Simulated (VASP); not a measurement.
An input for Ansatz (written as the equivalent of a VASP run, and not itself run):

Ansatz 0.2 input:
```yaml
crystal:
  lattice:
    - [1.7298718, -2.9962263, 0.0000000]
    - [1.7298718, 2.9962263, 0.0000000]
    - [0.0000000, 0.0000000, 7.1004213]
  atoms:
    - { symbol: Ti, position: [1.0000000, 0.0000000, 0.0000000] }
    - { symbol: S, position: [0.3333330, 0.6666670, 0.1997947] }
    - { symbol: S, position: [0.6666670, 0.3333330, 0.8002053] }
kpoints:
  mp_grid: { grid: [7, 7, 3] }
hamiltonian:
  xc: rpbe
  pseudopotentials: { kind: paw }
scf:
  occupations: { method: gaussian, width: 0.05 }
  max_iter: 100
relax:
  max_steps: 60
  f_tol: 0.02
  cell: {}
output: { forces: true, stress: true, eigenvalues: true }
```

Question: Write the VASP files for the same calculation (RPBE).

Answer: Several could match; the one computed here: 
**POSCAR**
```
TiS2
1
    1.7298718140    -2.9962262589     0.0000000000
    1.7298718140     2.9962262589    -0.0000000000
   -0.0000000000     0.0000000000     7.1004212823
Ti S
1 2
Direct
  1.0000000000   0.0000000000   0.0000000000
  0.3333330000   0.6666670000   0.1997947416
  0.6666670000   0.3333330000   0.8002052584
```

### INCAR
```
LREAL = .FALSE.   ! projection in real space or not
LWAVE = .FALSE.
SYSTEM = TiS2
ISMEAR = 0   ! Gaussian
NELM = 100   ! most electronic steps
LASPH = .TRUE.
GGA = RP   ! RPBE
ENCUT = 520   ! plane-wave cut-off (eV)
ISIF = 3   ! ions, shape and volume
EDIFFG = -0.02
LMAXMIX = 4   ! l cut-off of mixed one-centre charges
PREC = Accurate
SIGMA = 0.05   ! width (eV)
IBRION = 2   ! conjugate gradients
LCHARG = .FALSE.
ALGO = Normal   ! blocked Davidson
NSW = 60   ! most ionic steps
EDIFF = 1E-6   ! SCF stop (eV)
```

### KPOINTS
```
K-points
0
G
  7 7 3
```

POTCAR, in this order: Ti_sv S (PBE.64 set). Program: vasp_std.

Limits of the translation: each code has its own PAW files, so the cut-off isn't converted (ENCUT is set for VASP's; basis.ecutwfc is left out, and Ansatz then takes the one that its files recommend); Ansatz stops its SCF on the density residual and VASP on the energy change (EDIFF).

The compound is TiS2 in the 1T layered structure. This run relaxes it. Symmetry was kept, so distortions that lower it aren't found. The start is the result of an earlier pass.
